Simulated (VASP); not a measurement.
Here is the system:

```
CELL_PARAMETERS angstrom
      2.29839    -3.98093     0.00000
      2.29839     3.98093     0.00000
      0.00000     0.00000     7.27175
ATOMIC_POSITIONS crystal
  Mg 0.00000 0.00000 0.00000
  Mg 0.33333 0.66667 0.63252
  Mg 0.66667 0.33333 0.36748
  Sb 0.33333 0.66667 0.22538
  Sb 0.66667 0.33333 0.77462
```

Method: PBE GGA, VASP's PBE PAW potentials (set 64) (plane waves; VASP). Settings: 400 eV cut-off, 6×6×4 Γ-centred mesh, tetrahedra with Blöchl corrections, potentials Mg Sb.

Question: The job: Mg3Sb2 (a-la2o3), 5 atoms, PBE, static run, 400 eV, 6×6×4 Γ-centred mesh. Roughly how much core time does it take on a busy server core?

Answer: About 50 core-seconds (one run on a shared machine, a rough figure). It had 24 irreducible k-points, 12 bands, up to 2430 plane waves and 14 electronic steps.

The compound is Mg3Sb2 in the a-la2o3 structure. It was relaxed first.
